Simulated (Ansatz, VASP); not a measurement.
**InAs (InAs (F-43m)) in two plane-wave programs**

Aim: how closely do two programs agree when they are given the same cell, functional and k mesh? The cell is taken from a series of runs on this material, whose earlier steps may have relaxed, scaled, displaced or heated it; both programs get it as it stands.

Method: plane waves, with VASP 6.6.1 beside it; relaxation of cell and atoms at PBEsol, in Ansatz 0.2.0.

## (1) Set-up

It takes space group F-43m (No. 216, cubic). The conventional cell has a = 6.107 Å, b = 6.107 Å, c = 6.107 Å, α = 90.00°, β = 90.00°, γ = 90.00°. Nearest to In lie 4 As at 2.64 Å. As has 4 In at 2.64 Å nearest. Farther neighbours are not listed.

As a file:

```cif
data_structure
_symmetry_space_group_name_H-M 'P 1'
_symmetry_Int_Tables_number 1
_cell_length_a 4.3184
_cell_length_b 4.3184
_cell_length_c 4.3184
_cell_angle_alpha 60.000
_cell_angle_beta 60.000
_cell_angle_gamma 60.000
_cell_volume 56.94
loop_
_atom_site_label
_atom_site_type_symbol
_atom_site_fract_x
_atom_site_fract_y
_atom_site_fract_z
_atom_site_occupancy
In1 In 0.25000 0.25000 0.25000 1
As2 As 0.00000 0.00000 0.00000 1
```

## (2) VASP: relaxation of cell and atoms, PBEsol

The relaxed volume is the usual yardstick between codes: in a stiff, nearly cubic crystal its relative difference is about their pressure difference at one cell divided by the bulk modulus.

Lines of VASP's logs that name or quote its potential files are left out, and so is its time.

File INCAR:

```
SYSTEM = InAs
PREC = Accurate
ENCUT = 500
EDIFF = 1E-07
NELM = 120
ISMEAR = -1
SIGMA = 0.05
LREAL = .FALSE.
ALGO = Normal
GGA = PS
NBANDS = 15
LORBIT = 11
LWAVE = .FALSE.
LCHARG = .FALSE.
ISIF = 3
IBRION = 2
NSW = 80
EDIFFG = -0.005
LASPH = .TRUE.
GGA_COMPAT = .FALSE.
NELMIN = 4
```

File POSCAR:

```
InAs
1.0
    0.0000000000      3.0535620000      3.0535620000
    3.0535620000      0.0000000000      3.0535620000
    3.0535620000      3.0535620000      0.0000000000
In As
1 1
Direct
    0.2500000000      0.2500000000      0.2500000000
    0.0000000000      0.0000000000      0.0000000000
```

File KPOINTS:

```
Automatic mesh
0
Gamma
11 11 11
0 0 0
```

The projector-augmented-wave data sets are In_d and As (PBE family, release 64).

Started as:

```
mpirun -np 1 vasp_std
```

Numbers of over 12 decimals in the logs are rounded to 6 here.

Log:

```text
[banner, memory and clock lines left out]
running    1 mpi-ranks, on    1 nodes
 distrk:  each k-point on    1 cores,    1 groups
 distr:  one band on    1 cores,    1 groups

 POSCAR found type information on POSCAR InAs
 POSCAR found :  2 types and       2 ions
|                                                                             |
|               ----> ADVICE to this user running VASP <----                  |
|                                                                             |
|     You enforced a specific xc type in the INCAR file but a different       |
|     [... a line on the potential file left out ...]
|     I HOPE YOU KNOW WHAT YOU ARE DOING!                                     |
|                                                                             |

 LDA part: xc-table for (Slater+PW92), standard interpolation
 POSCAR, INCAR and KPOINTS ok, starting setup
 FFT: planning ... GRIDC
 FFT: planning ... GRID_SOFT
 FFT: planning ... GRID
 WAVECAR not read
 entering main loop
       N       E                     dE             d eps       ncg     rms          rms(c)
DAV:   1     0.105094843372E+03    0.10509E+03   -0.85877E+03  1701   0.130E+03
DAV:   2    -0.151630109490E+01   -0.10661E+03   -0.10237E+03  1799   0.297E+02
DAV:   3    -0.860510652900E+01   -0.70888E+01   -0.70464E+01  2247   0.762E+01
DAV:   4    -0.877000564535E+01   -0.16490E+00   -0.16487E+00  1926   0.132E+01
DAV:   5    -0.877723137378E+01   -0.72257E-02   -0.72256E-02  2589   0.255E+00    0.439E+00
DAV:   6    -0.852064705546E+01    0.25658E+00   -0.39603E-01  2621   0.116E+01    0.235E+00
DAV:   7    -0.849111227992E+01    0.29535E-01   -0.10686E-01  2365   0.331E+00    0.652E-01
DAV:   8    -0.848961283281E+01    0.14994E-02   -0.12401E-02  2144   0.135E+00    0.222E-01
DAV:   9    -0.848986961384E+01   -0.25678E-03   -0.96331E-04  2144   0.303E-01    0.128E-01
DAV:  10    -0.848993644709E+01   -0.66833E-04   -0.13285E-04  2584   0.154E-01    0.771E-02
DAV:  11    -0.848994989087E+01   -0.13444E-04   -0.62819E-05  1925   0.118E-01    0.690E-02
DAV:  12    -0.848995131391E+01   -0.14230E-05   -0.76888E-06  1835   0.285E-02    0.996E-03
DAV:  13    -0.848995138638E+01   -0.72469E-07   -0.11294E-06  2289   0.606E-03    0.636E-03
DAV:  14    -0.848995137359E+01    0.12789E-07   -0.65642E-08  1436   0.289E-03
   1 F= -.84899514E+01 E0= -.84897991E+01  d E =-.848995E+01
 curvature:   0.00 expect dE= 0.000E+00 dE for cont linesearch  0.000E+00
 trial: gam= 0.00000 g(F)=  0.968E-49 g(S)=  0.186E-02 ort = 0.000E+00 (trialstep = 0.100E+01)
 search vector abs. value=  0.186E-02
 bond charge predicted
       N       E                     dE             d eps       ncg     rms          rms(c)
DAV:   1    -0.851257734608E+01   -0.22626E-01   -0.51507E-01  2121   0.138E+01    0.960E-01
DAV:   2    -0.849366196549E+01    0.18915E-01   -0.37759E-02  2093   0.458E+00    0.336E-01
DAV:   3    -0.849057501282E+01    0.30870E-02   -0.86876E-03  2156   0.194E+00    0.195E-01
DAV:   4    -0.849055906406E+01    0.15949E-04   -0.39856E-04  1785   0.182E-01    0.140E-01
DAV:   5    -0.849051299072E+01    0.46073E-04   -0.44031E-05  2014   0.618E-02    0.562E-02
DAV:   6    -0.849051355676E+01   -0.56604E-06   -0.17221E-05  2604   0.469E-02    0.900E-03
DAV:   7    -0.849051221722E+01    0.13395E-05   -0.19783E-06  2176   0.224E-02    0.159E-03
DAV:   8    -0.849051226146E+01   -0.44242E-07   -0.26082E-07  1673   0.114E-02
   2 F= -.84905123E+01 E0= -.84903610E+01  d E =-.560888E-03
 trial-energy change:   -0.000561  1 .order   -0.000533   -0.001856    0.000791
 step:   0.7143(harm=  0.7012)  dis= 0.00000  next Energy=    -8.490625 (dE=-0.673E-03)
 bond charge predicted
       N       E                     dE             d eps       ncg     rms          rms(c)
DAV:   1    -0.849241645524E+01   -0.19042E-02   -0.42601E-02  2121   0.403E+00    0.269E-01
DAV:   2    -0.849089226185E+01    0.15242E-02   -0.30157E-03  2093   0.126E+00    0.969E-02
DAV:   3    -0.849063207886E+01    0.26018E-03   -0.74205E-04  2142   0.565E-01    0.543E-02
DAV:   4    -0.849062961724E+01    0.24616E-05   -0.33964E-05  1785   0.537E-02    0.393E-02
DAV:   5    -0.849062236801E+01    0.72492E-05   -0.34909E-06  1988   0.173E-02    0.169E-02
DAV:   6    -0.849062029022E+01    0.20778E-05   -0.15347E-06  2569   0.132E-02    0.258E-03
DAV:   7    -0.849062058362E+01   -0.29339E-06   -0.15619E-07  1554   0.665E-03    0.517E-04
DAV:   8    -0.849062058407E+01   -0.45361E-09   -0.49641E-08   959   0.447E-03
   3 F= -.84906206E+01 E0= -.84904690E+01  d E =-.669210E-03
 curvature:  -0.35 expect dE=-0.464E-08 dE for cont linesearch -0.464E-08
 trial: gam=-0.00267 g(F)=  0.857E-48 g(S)=  0.133E-07 ort = 0.496E-05 (trialstep = 0.943E+00)
 search vector abs. value=  0.100E-09
 reached required accuracy - stopping structural energy minimisation
```

OUTCAR, selected parts (step 2):

```text
ion  position               nearest neighbor table
   1  0.250  0.250  0.250-   2 2.64   2 2.64   2 2.64   2 2.64
   2  0.000  0.000  0.000-   1 2.64   1 2.64   1 2.64   1 2.64

  LATTYP: Found a face centered cubic cell.
 ALAT       =     6.1071240000

 Subroutine GETGRP returns: Found 24 space group operations
 (whereof 24 operations were pure point group operations)

The static configuration has the point symmetry T_d .

 Found     56 irreducible k-points:

   k-points           NKPTS =     56   k-points in BZ     NKDIM =     56   number of bands    NBANDS=     15

   dimension x,y,z NGX =    32 NGY =   32 NGZ =   32
   dimension x,y,z NGXF=    64 NGYF=   64 NGZF=   64

   ENCUT  =  500.0 eV  36.75 Ry    6.06 a.u.   7.87  7.87  7.87*2*pi/ulx,y,z

   NELECT =      18.0000    total number of electrons

 k-points in reciprocal lattice and weights: Automatic mesh
   0.00000000  0.00000000  0.00000000       0.001
   0.09090909  0.00000000  0.00000000       0.006
   0.18181818  0.00000000  0.00000000       0.006
   0.27272727  0.00000000  0.00000000       0.006
   0.36363636  0.00000000  0.00000000       0.006
   0.45454545  0.00000000  0.00000000       0.006
   0.09090909  0.09090909  0.00000000       0.005
   0.18181818  0.09090909  0.00000000       0.018
   0.27272727  0.09090909  0.00000000       0.018
[...]
-0.36363636  0.45454545  0.18181818       0.018
  -0.27272727  0.45454545  0.18181818       0.018

 average (electrostatic) potential at core
       1 -96.6158       2 -49.6987

 E-fermi :   4.2451

 k-point     1 :       0.0000    0.0000    0.0000
  band No.  band energies     occupation
    ...
      6      -7.5945      2.00000
      7       3.7686      1.99985
      8       4.1589      1.69731
      9       4.1589      1.69731
     10       4.1589      1.69731
     11       8.0060      0.00000
     12       8.0060      0.00000
     13       8.0060      0.00000
     14      11.4104      0.00000
     15      13.7690      0.00000

 k-point     2 :       0.0909    0.0000    0.0000
  band No.  band energies     occupation
    ...
      5     -10.0109      2.00000
      6      -7.5108      2.00000
      7       2.7077      2.00000
      8       4.0538      1.95737
      9       4.0538      1.95737
     10       4.9282      0.00000
     11       8.0320      0.00000
     12       8.1617      0.00000
     13       8.1617      0.00000
     14      11.9196      0.00000
    ...

 k-point     3 :       0.1818    0.0000    0.0000
  band No.  band energies     occupation
    ...
      5     -10.0107      2.00000
      6      -7.2709      2.00000
      7       1.4015      2.00000
      8       3.8068      1.99969
      9       3.8068      1.99969
     10       5.3039      0.00000
     11       8.4812      0.00000
     12       8.4991      0.00000
     13       8.4991      0.00000
     14      12.5358      0.00000
    ...

  Total       -0.0004283     -0.0004283     -0.0004283      0.0000000      0.0000000      0.0000000
  in kB       -0.0121501     -0.0121501     -0.0121501      0.0000000      0.0000000      0.0000000
  external PRESSURE =      -0.0121501 kB  Pullay stress =       0.0000000 kB

  energy-cutoff  :      500.00
  volume of cell :       56.47
      direct lattice vectors                 reciprocal lattice vectors
     0.000000000  3.045135896  3.045135896    -0.164196285  0.164196285  0.164196285
     3.045135896 -0.000000000  3.045135896     0.164196285 -0.164196285  0.164196285
     3.045135896  3.045135896  0.000000000     0.164196285  0.164196285 -0.164196285

 POSITION                                       TOTAL-FORCE (eV/Angst)
 -----------------------------------------------------------------------------------
      1.52257      1.52257      1.52257        -0.000000     -0.000000     -0.000000
      0.00000      0.00000      0.00000         0.000000      0.000000      0.000000
 -----------------------------------------------------------------------------------
    total drift:                               -0.000000     -0.000000      0.000000

  FREE ENERGIE OF THE ION-ELECTRON SYSTEM (eV)
  ---------------------------------------------------
  free  energy   TOTEN  =        -8.4906205841 eV

  energy  without entropy=       -8.4903174375  energy(sigma->0) =       -8.49046901

 reached required accuracy - stopping structural energy minimisation

 total charge
# of ion       s       p       d       tot
------------------------------------------
    1        0.849   0.717   9.886  11.452
    2        1.225   1.546   0.021   2.793
--------------------------------------------------
tot          2.074   2.263   9.907  14.245

[... 3 further parts left out ...]
```

The run keeps the 24 symmetry operations of its start, so it cannot find a distortion of lower symmetry.

## (3) Ansatz: relaxation of cell and atoms, PBEsol

Ansatz runs on its default PAW (the set named soft_2) files.

The same cell, functional, mesh and smearing now go to Ansatz.

File input.yaml:

```yaml
crystal:
  lattice:
    - [0.0, 3.0535617, 3.0535617]
    - [3.0535617, 0.0, 3.0535617]
    - [3.0535617, 3.0535617, 0.0]
  atoms:
    - { symbol: In, position: [0.25, 0.25, 0.25] }
    - { symbol: As, position: [0.0, 0.0, 0.0] }
basis:
  ecutwfc: 420
  xc_grid: 2
hamiltonian:
  xc: pbesol
kpoints:
  mp_grid: { grid: [11, 11, 11] }
scf:
  occupations: { method: fermi_dirac, width: 0.05 }
  max_iter: 150
output:
  forces: true
  stress: true
relax:
  f_tol: 0.01
  max_steps: 60
  cell: {}
checkpoint:
  write: "../pbesol.run"
  compress: false
  write_wavefunctions: false
  write_every: 100000
```

Started as:

```
ansatz run input.yaml --threads 1 --pin off --max-ram 2355MiB --backend cpu --events-out ev --progress --plain --runs-dir out
```

Log:

```text
Engine: ansatz 0.2.0, aarch64-unknown-linux-gnu
Pseudopotentials: kind: paw
Pseudopotential: In, paw, valence charge 13, recommended cutoff 420 eV (normal), In.paw.azcp
Pseudopotential: As, paw, valence charge 15, recommended cutoff 420 eV (normal), As.paw.azcp
Functional definition: PBEsol
  exchange = pbesol_x
  correlation = pbesol_c
Crystal: 2 atoms, lattice volume = 56.944 Å³
Basis set: ecut = 420 eV, 1139 PW (Γ), exchange–correlation on 60×60×60 points (8 copies of the dense FFT grid, shifted against one another)
Bands: 18, of which v1, the nominal top of the filled ones, is band 14 counted from 1 (13 counted from 0)
Symmetry: 24 space group operations
Space group: F-43m (ITA 216), of the structure as read, at distance tolerance 3.8e-5 Å
k-points: 56 of 1331 (time reversal used)
Non-local potential: In, projectors of the file, l = 0: 2, l = 1: 2, l = 2: 2, l = 3: 2
Non-local potential: As, projectors of the file, l = 0: 2, l = 1: 2, l = 2: 3, l = 3: 1
PAW form: soft (Blöchl's): semilocal exchange-correlation on the pseudo side does not see the compensation charge
PAW frozen core: In, regenerated for the run's functional, and the local potential with it (the file was generated under x = pbe(κ = 0.804, μ = 0.219515), c = pbe(β = 0.066725))
PAW frozen core: As, regenerated for the run's functional, and the local potential with it (the file was generated under x = pbe(κ = 0.804, μ = 0.219515), c = pbe(β = 0.066725))
PAW one-centre angular grid: In, 590 points (default); XC on 64 Gauss nodes
PAW one-centre angular grid: As, 590 points (default); XC on 64 Gauss nodes
Initial density: superposition of atomic densities (neutral atoms: chi_scale 0, normalization atom), corrected by the library's trained network
Initial wavefunctions: pseudopotential atomic-orbital guess
Functional: x = pbesol(κ = 0.804, μ = 0.123457), c = pbesol(β = 0.046)
SCF iter   1: F=—  HF=-10338.835171 eV  |F-HF|=—  |Δ(HF+E_count)|=         —  Δρ=4.47e-3  dr2=2.00e-2  ethr=1.77e-3  ⟨swp⟩=6.1  Hψ=4950  notcnv=0
preconditioner: auto → none  [insulator: Δε(μ)=0.722 eV  Ē_g=14.497 eV  σ=0.050 eV  W_gap=0.85  n_scr=14 (ndim 8)  ℏωp=20.9 eV  f_vac=0.113  D(μ)=0.03/eV (n_scr^D=0)  ε∞_Penn≈3.1]
SCF iter   2: F=—  HF=-10338.827620 eV  |F-HF|=—  |Δ(HF+E_count)|=   7.55e-3  Δρ=1.48e-3  dr2=1.12e-3  ethr=7.15e-5  ⟨swp⟩=2.0  Hψ=1891  notcnv=0
SCF iter   3: F=—  HF=-10338.827440 eV  |F-HF|=—  |Δ(HF+E_count)|=   1.80e-4  Δρ=4.91e-4  dr2=1.56e-4  ethr=3.98e-6  ⟨swp⟩=2.0  Hψ=1790  notcnv=0
SCF iter   4: F=—  HF=-10338.827473 eV  |F-HF|=—  |Δ(HF+E_count)|=   3.23e-5  Δρ=2.07e-4  dr2=1.61e-5  ethr=5.58e-7  ⟨swp⟩=2.0  Hψ=1216  notcnv=0
SCF iter   5: F=—  HF=-10338.827488 eV  |F-HF|=—  |Δ(HF+E_count)|=   1.53e-5  Δρ=1.82e-5  dr2=1.23e-7  ethr=5.77e-8  ⟨swp⟩=2.0  Hψ=1218  notcnv=0
SCF iter   6: F=-10338.827488 eV  HF=-10338.827488 eV  |F-HF|=1.25e-8  |Δ(HF+E_count)|=   4.38e-8  Δρ=5.16e-6  dr2=1.02e-8  ethr=3.57e-10  ⟨swp⟩=4.2  Hψ=3325  notcnv=0
SCF 1 converged in 6 iterations: F = -10338.827488 eV  dr2 = 1.02e-8
  greatest PAW one-centre occupation: 0.999 electrons in one spin orbital (limit 2), on the As atom at site 1 (counted from 0), in its partial waves of l = 2
relax step   1: F+E_penalty+E_count = -10338.82748806 eV  Δ(F+E_penalty+E_count) = +0.000e0 eV  max|allowed force component| = 1.226e-16 eV/Å  Δτ_max = 0.0000 Å  P = -0.538 GPa  Ω = 56.944 Å³  (6 SCF iters, dr2 threshold 1.00e-7 eV, accepted)
[...]
relax step   2: F+E_penalty+E_count = -10338.82843792 eV  Δ(F+E_penalty+E_count) = -9.499e-4 eV  max|allowed force component| = 3.282e-17 eV/Å  Δτ_max = 0.0000 Å  P = +0.213 GPa  Ω = 56.172 Å³  energy of the carried Pulay correction = +1.426e-4 eV  (4 SCF iters, dr2 threshold 2.00e-7 eV, accepted)
[...]
relax step   3: F+E_penalty+E_count = -10338.82853840 eV  Δ(F+E_penalty+E_count) = -1.005e-4 eV  max|allowed force component| = 1.793e-17 eV/Å  Δτ_max = 0.0000 Å  P = -0.004 GPa  Ω = 56.389 Å³  energy of the carried Pulay correction = +1.023e-4 eV  (4 SCF iters, dr2 threshold 1.14e-7 eV, accepted)
[...]
relax step   4: F+E_penalty+E_count = -10338.82843148 eV  Δ(F+E_penalty+E_count) = +1.069e-4 eV  max|allowed force component| = 2.602e-17 eV/Å  Δτ_max = 0.0000 Å  P = -0.004 GPa  Ω = 56.389 Å³  stress off target by 4.34e-3 GPa  SCF on the basis re-selected at this cell (its energy is not comparable with the rows above)  (5 SCF iters)
basis re-selected at this cell: Δ(F+E_penalty+E_count) = +1.069e-4 eV, ΔP = +0.000 GPa vs the last step (what re-selecting the basis moved, of the pressure what is left beyond the Pulay correction that the steps carried, after the strain that the cell walked since its last selection, with what the two solves' SCF thresholds leave and, on support functions, any second-order correction that the steps lacked; it is no m [...]
SCF converged after 5 iterations
Free energy (F): -10338.828431 eV
Harris-Foulkes:  -10338.828431 eV  (|F-HF|=1.82e-12)
Internal energy: -10338.828128 eV  (E = F + TS)
E sigma→0 (E₀):  -10338.828280 eV
Entropy (-TS):   -0.000303 eV (-0.152 meV/atom)
Fermi energy:    7.531354 eV
--- Per-component energies (eV) ---
  E_band       = -322.035901
  E_kinetic    = 346.687872
  E_local      = -3304.358683  (includes V_loc(G=0)·N_el)
  E_nonlocal   = -299.780318
  E_hartree    = 1593.440592
  E_xc         = -291.827802
  E_vxc        = -178.741278  (∫ρ·V_xc dr)
  E_paw        = -5877.656504  (= ΣΔE_a)
  E_vpaw       = -72.724704  (= ΣTr[D̂ρ^β])
  E_aug_tail   = 0.000034  (compensation charges beyond the density's cutoff)
  E_ewald      = -2506.535649
  E_core_change = 1.202331  (= ΣΔE_core)
  E_smearing   = -0.000303  (= −TS)
  E_closure    = 0.000000  (closes the sum)
  Σ components = -10338.828431   (vs F -10338.828431, Δ=0.00e0)
--- Forces (eV/Å), atoms counted from 1 ---
  atom   1  In    -0.00000000    -0.00000000     0.00000000
  atom   2  As     0.00000000     0.00000000    -0.00000000
  max |Σ_I F_I| component: 4.05e-17 eV/Å
--- Stress (GPa, compression-positive) ---
       -0.004336      -0.000000      -0.000000
       -0.000000      -0.004336       0.000000
       -0.000000       0.000000      -0.004336
  P = ⅓ Tr σ = -0.0043 GPa (-0.043 kbar)
--- Relaxed structure (3 steps of the walk, 3 accepted, 1 SCFs on fresh bases) ---
  F+E_penalty+E_count = -10338.82843148 eV   max|allowed force component| = 2.602e-17 eV/Å   (the final SCF, on the basis selected at the relaxed cell)
  cell:  # Å, volume = 56.3889 Å³
    - [0, 3.043603, 3.043603]
    - [3.043603, 0, 3.043603]
    - [3.043603, 3.043603, 0]
  atoms:
    - { symbol: In, position: [0.25, 0.25, 0.25] }
    - { symbol: As, position: [0, 0, 0] }
```

## (4) Differences

Known differences besides the potentials themselves: the data sets hold 28 valence electrons in Ansatz (on its default PAW (the set named soft_2) files) and 18 in VASP; the cutoff is 420 eV in Ansatz and 500 eV in VASP; Ansatz makes its cores anew for this functional, VASP keeps those of its PBE data sets; Ansatz adds a Pulay correction to the stress that steers its cell, VASP none. Total energies have different zeros and are not compared.

Both answers:

| quantity | Ansatz | VASP | difference |
| --- | --- | --- | --- |
| volume (Å³) | 56.39 | 56.47 | -0.15 % |
| edge a after relaxation, in the typed setting (Å) | 4.304 | 4.306 | -0.05 % |

## (5) Results

| Property | Result |
| --- | --- |
| difference in volume (relaxation of cell and atoms, PBEsol) | -0.15 % |

In words: The difference in volume is -0.15 % (relaxation of cell and atoms, PBEsol), within the 1.2 % picked in this series as the mark of a large difference, as far as the stopping tolerances let one tell. The data sets hold unlike numbers of valence electrons (28 in Ansatz and 18 in VASP), so part of the differences comes from the potentials. How closely two codes agree says nothing of how well the functional describes the real material.

[Lines on the potential files, build, host, timing and source positions are cut from VASP's logs without a mark.]

[Logs are printed without paths, hosts, clocks, repeated set-up lines and the standing remarks that a program may print on its own settings, such as how far it seeks lower states.]

[Hosts, paths, dates, database ids (printed as entryN), source tags and the programs' standing remarks are cut or masked in the printed files.]
